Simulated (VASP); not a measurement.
# LaAgSb2 with PBEsol: from relaxation to properties, part 2 of 2

Aim: relax LaAgSb2 with PBEsol, compute its properties on that cell and hold them against experiment. The start is a computed cell from the Materials Project.

VASP 6.6.1; PBEsol; plane waves and PAW (La, Ag, Sb).

Still holding for the runs below: The k-mesh is coarse for a metal.

So far. Step 6 (Density of states (PBEsol)): The finer mesh and the other smearing move the Fermi level by +0.06 eV from the 5×5×2 run, one measure of the sampling error in the zero of the bands above. Of the states within 0.3 eV of the Fermi level, the largest shares in the PAW spheres are Sb p 25 %, La f 7 % and Ag d 6 %. The rest lies in smaller channels or between the spheres. Step 7 (Vibrations at Γ (PBEsol)): The three acoustic modes lie within 2.0 cm⁻¹ of zero, and all others are real.

**8. Volume scan with PBEsol, volume scale 0.94**

An equation of state needs energies on both sides of the minimum, all on one mesh and cutoff.

Contents of INCAR:

```
SYSTEM = LaAgSb2
PREC = Accurate
ENCUT = 400
EDIFF = 1E-06
NELM = 100
ISMEAR = 0
SIGMA = 0.05
LREAL = .FALSE.
ALGO = Normal
GGA = PS
NBANDS = 40
LORBIT = 11
LWAVE = .FALSE.
LCHARG = .FALSE.
KPAR = 4
ISIF = 2
```

Contents of POSCAR:

```
LaAgSb2
1.0
    4.3181181585      0.0000000000      0.0000000000
    0.0000000000      4.3181181585      0.0000000000
    0.0000000000      0.0000000000     10.2784398819
La Ag Sb
2 2 4
Direct
    0.0000000000      0.5000000000      0.2587479619
    0.5000000000      0.0000000000      0.7412520381
    0.0000000000      0.0000000000      0.0000000000
    0.5000000000      0.5000000000      0.0000000000
    0.0000000000      0.5000000000      0.8279882607
    0.5000000000      0.0000000000      0.1720117393
    0.0000000000      0.0000000000      0.5000000000
    0.5000000000      0.5000000000      0.5000000000
```

Contents of KPOINTS:

```
Automatic mesh
0
Gamma
5 5 2
0 0 0
```

The projector-augmented-wave data sets are La, Ag and Sb (PBE family, release 64).

On the command line:

```bash
mpirun -np 4 vasp_std
```

It took 12 s on 4 MPI ranks of Intel Xeon 6975P-C (Granite Rapids), shared host; peak memory 1.1 GiB; 44 s of CPU time.

The scan keeps the cell's shape and the fractional positions fixed.

This step gave:

- irreducible k-points: 12
- free energy (TOTEN): -41.49 eV
- energy at zero smearing: -41.49 eV
- Fermi energy: 9.144 eV
- pressure: 5.407 GPa

Force by atom:

```tsv
atom	x (eV/Å)	y (eV/Å)	z (eV/Å)	size
La1	0.000	0.000	-0.015	0.015
La2	0.000	0.000	0.015	0.015
Ag3	0.000	0.000	0.000	0.000
Ag4	0.000	0.000	0.000	0.000
Sb5	0.000	0.000	-0.265	0.265
Sb6	0.000	0.000	0.265	0.265
Sb7	0.000	0.000	0.000	0.000
Sb8	0.000	0.000	0.000	0.000
```

The pressure here is 5.41 GPa.

**9. Volume scan with PBEsol, volume scale 0.96**

INCAR is that of step 8.

Edit POSCAR of step 8 so:

```diff
@@ -2,5 +2,5 @@
 1.0
-    4.3181181585      0.0000000000      0.0000000000
-    0.0000000000      4.3181181585      0.0000000000
-    0.0000000000      0.0000000000     10.2784398819
+    4.3485284432      0.0000000000      0.0000000000
+    0.0000000000      4.3485284432      0.0000000000
+    0.0000000000      0.0000000000     10.3508256462
 La Ag Sb
```

KPOINTS is that of step 8.

On the command line:

```bash
mpirun -np 4 vasp_std
```

It took 11 s on 4 MPI ranks; peak memory 1.1 GiB.

This step gave:

| Property | Result |
| --- | --- |
| free energy (TOTEN) | -41.60 eV |
| energy at zero smearing | -41.60 eV |
| Fermi energy | 8.871 eV |
| pressure | 3.419 GPa |

Force by atom:

```tsv
atom	x (eV/Å)	y (eV/Å)	z (eV/Å)	size
La1	0.000	0.000	-0.008	0.008
La2	0.000	0.000	0.008	0.008
Ag3	0.000	0.000	0.000	0.000
Ag4	0.000	0.000	0.000	0.000
Sb5	0.000	0.000	-0.169	0.169
Sb6	0.000	0.000	0.169	0.169
Sb7	0.000	0.000	0.000	0.000
Sb8	0.000	0.000	0.000	0.000
```

The pressure falls from 5.41 to 3.42 GPa.

The run ends at a pressure of 3.42 GPa, with forces up to 0.17 eV/Å.

**10. Volume scan with PBEsol, volume scale 0.98**

INCAR is that of step 9.

Edit POSCAR of step 9 so:

```diff
@@ -2,5 +2,5 @@
 1.0
-    4.3485284432      0.0000000000      0.0000000000
-    0.0000000000      4.3485284432      0.0000000000
-    0.0000000000      0.0000000000     10.3508256462
+    4.3785192423      0.0000000000      0.0000000000
+    0.0000000000      4.3785192423      0.0000000000
+    0.0000000000      0.0000000000     10.4222129065
 La Ag Sb
```

KPOINTS is that of step 9.

On the command line:

```bash
mpirun -np 4 vasp_std
```

Run time: 13 s. Hardware: 4 MPI ranks; peak memory 1.1 GiB; 51 s of CPU time.

The pressure falls from 3.42 to 1.63 GPa.

The run ends at a pressure of 1.63 GPa, with forces up to 0.080 eV/Å.

**11. Volume scan with PBEsol, volume scale 1**

INCAR is that of step 10.

Edit POSCAR of step 10 so:

```diff
@@ -2,5 +2,5 @@
 1.0
-    4.3785192423      0.0000000000      0.0000000000
-    0.0000000000      4.3785192423      0.0000000000
-    0.0000000000      0.0000000000     10.4222129065
+    4.4081047292      0.0000000000      0.0000000000
+    0.0000000000      4.4081047292      0.0000000000
+    0.0000000000      0.0000000000     10.4926354002
 La Ag Sb
```

KPOINTS is that of step 10.

On the command line:

```bash
mpirun -np 4 vasp_std
```

The job ended after 13 s (4 MPI ranks; peak memory 1.1 GiB).

The pressure falls from 1.63 to 0.03 GPa.

The run ends at a pressure of 0.03 GPa, with forces up to 0.0045 eV/Å.

**12. Volume scan with PBEsol, volume scale 1.02**

INCAR is that of step 11.

Edit POSCAR of step 11 so:

```diff
@@ -2,5 +2,5 @@
 1.0
-    4.4081047292      0.0000000000      0.0000000000
-    0.0000000000      4.4081047292      0.0000000000
-    0.0000000000      0.0000000000     10.4926354002
+    4.4372983265      0.0000000000      0.0000000000
+    0.0000000000      4.4372983265      0.0000000000
+    0.0000000000      0.0000000000     10.5621250770
 La Ag Sb
```

KPOINTS is that of step 11.

On the command line:

```bash
mpirun -np 4 vasp_std
```

Run time: 14 s. Hardware: 4 MPI ranks; peak memory 1.1 GiB.

The pressure falls from 0.03 to -1.41 GPa.

The run ends at a pressure of -1.41 GPa, with forces up to 0.073 eV/Å.

**13. Volume scan with PBEsol, volume scale 1.04**

INCAR is that of step 12.

Edit POSCAR of step 12 so:

```diff
@@ -2,5 +2,5 @@
 1.0
-    4.4372983265      0.0000000000      0.0000000000
-    0.0000000000      4.4372983265      0.0000000000
-    0.0000000000      0.0000000000     10.5621250770
+    4.4661127594      0.0000000000      0.0000000000
+    0.0000000000      4.4661127594      0.0000000000
+    0.0000000000      0.0000000000     10.6307122266
 La Ag Sb
```

KPOINTS is that of step 12.

On the command line:

```bash
mpirun -np 4 vasp_std
```

It took 14 s on 4 MPI ranks; peak memory 1.1 GiB.

The pressure falls from -1.41 to -2.69 GPa.

The run ends at a pressure of -2.69 GPa, with forces up to 0.14 eV/Å.

**14. Volume scan with PBEsol, volume scale 1.06**

A prediction first. A parabola through the 6 pressures of evenly scaled cells so far, P = 0.02 -76.1 t +176 t² GPa with t = ln(V/V₁) and V₁ the volume at scale 1, gives -3.81 GPa at t = +0.0583.

INCAR is that of step 13.

Edit POSCAR of step 13 so:

```diff
@@ -2,5 +2,5 @@
 1.0
-    4.4661127594      0.0000000000      0.0000000000
-    0.0000000000      4.4661127594      0.0000000000
-    0.0000000000      0.0000000000     10.6307122266
+    4.4945601045      0.0000000000      0.0000000000
+    0.0000000000      4.4945601045      0.0000000000
+    0.0000000000      0.0000000000     10.6984255950
 La Ag Sb
```

KPOINTS is that of step 13.

On the command line:

```bash
mpirun -np 4 vasp_std
```

Elapsed: 13 s, on 4 MPI ranks; peak memory 1.1 GiB; 51 s of CPU time.

The pressure falls from -2.69 to -3.83 GPa. The parabola predicted -3.81 GPa, +0.02 GPa off.

**15. Side by side**

Times are for 4 MPI ranks of Intel Xeon 6975P-C (Granite Rapids), shared host. Results by setting:

```tsv
no.	volume scale	energy above the lowest point (meV/atom)	pressure (GPa)	time	memory (GiB)
1	0.94	25.46	5.407	12 s	1.1
2	0.96	11.16	3.419	11 s	1.1
3	0.98	2.87	1.631	13 s	1.1
4	1	0	0.02584	13 s	1.1
5	1.02	2.01	-1.411	14 s	1.1
6	1.04	8.32	-2.692	14 s	1.1
7	1.06	18.49	-3.833	13 s	1.1
```

**16. Fit for PBEsol**

This step: Birch-Murnaghan fit, PBEsol; plane waves and PAW (VASP 6.6.1).

Derived from the runs above.

This step gave:

```
pressure derivative of the bulk modulus : 4.604
r.m.s. error of the fit                 : 1.09e-5 eV/atom
minimum inside the sampled range        : yes
bulk modulus                            : 75.47 GPa
equilibrium volume of the fit           : 25.52 Å³/atom
```

The energy above the fitted minimum by volume:

```tsv
volume (Å³/atom)	energy above the fitted minimum (eV/atom)
23.96	0.0255
24.47	0.0112
24.98	0.00286
25.49	-4.7e-6
26.00	0.00201
26.51	0.00831
27.02	0.0185
```

The fitted volume lies +0.14 % from the relaxed one. At a finite cutoff and mesh the minimum of the energy and the zero of the stress don't quite coincide, and the relaxation stops at a threshold. The atoms bear forces along the scan, since they were held; freeing them would lower the modulus.

**17. What came out**

```json
{
  "relaxed volume": "25.49 Å³/atom",
  "relaxed conventional cell a, b, c": "4.408, 4.408, 10.493 Å",
  "space group after relaxing, within 0.02 Å": "P4/nmm (No. 129)",
  "band gap": "none, a metal",
  "DOS at the Fermi level": "1.82 states/eV/cell",
  "highest zone-centre mode": "159 cm⁻¹",
  "bulk modulus from the fit": "75.5 GPa",
  "volume from the fit": "25.5 Å³/atom"
}
```

With PBEsol, LaAgSb2 relaxes to 25.49 Å³/atom in space group P4/nmm (held by the symmetry of the run), comes out as a metal and has a bulk modulus of 75.5 GPa at fixed shape and positions, an upper bound. Bands along the symmetry lines (PBEsol): Of the bands kept, 4 cross the Fermi level on this path. Vibrations at Γ (PBEsol): The highest mode in this list at Γ, 159.2 cm⁻¹, has its largest share on Sb (60 % of the kinetic energy). The scan held shape and positions, so its modulus is an upper bound, and a miss against the measured one is not the functional's alone. Spin-orbit coupling is left out, and with elements this heavy it would split and shift bands near the Fermi level. The k-sampling is coarse for a metal, so the Fermi level, pressures and the shape of the cell carry errors. Modes at Γ alone can't show that the crystal is stable at other wave vectors. No search among competing phases was made, and a listed structure need not be the one stable at ambient conditions. All values are for a static lattice at zero temperature.

Comparison with the measured values:

| quantity | measured | PBEsol | Birch-Murnaghan fit, PBEsol |
| --- | --- | --- | --- |
| lattice constant a (Å) | 4.3941 | 4.408 (+0.3 %) | - |
| lattice constant c (Å) | 10.868 | 10.493 (-3.5 %) | - |
| bulk modulus (GPa) | 67.5 | - | 75 (+11.8 %) |
| Raman mode, P3, Eg(3) (cm⁻¹) | 99 | 106 (+7.0 %) | - |
| Raman mode, P5, A1g(1), out-of-phase La … (cm⁻¹) | 127 | 120 (-5.6 %) | - |

Measured values from arxiv:2102.04612 (2021) and arxiv:2008.13248 (2020).

Verdict: The lattice constant a is off by +0.3 %: good agreement. The lattice constant c is off by -3.5 %: a clear miss. The bulk modulus is off by +11.8 %: fair agreement. The Raman mode is off by +7.0 %: a clear miss. The Raman mode is off by -5.6 %: fair agreement. The grades are ours: good and fair within 0.7 and 1.5 % for the lattice constant a, 0.8 and 2 % for the lattice constant c, 5 and 12 % for the bulk modulus and 3 and 7 % for the Raman mode. 1 further measured lines are left out: they lack a usable label, or no computed mode of their label or degeneracy could be paired (by label, or within 15 % without labels). Zero-point motion and thermal expansion (measured at up to 300 K) are not in the computed lattice constants, bulk modulus and Raman mode.

[Lines on the potential files, build, host, timing and source positions are cut from VASP's logs without a mark.]

[Logs are printed without paths, hosts, clocks, repeated set-up lines and the standing remarks that a program may print on its own settings, such as how far it seeks lower states.]

[Hosts, paths, dates, database ids (printed as entryN), source tags and the programs' standing remarks are cut or masked in the printed files.]

[A measured line is paired with the nearest computed mode of its activity, which favours agreement.]
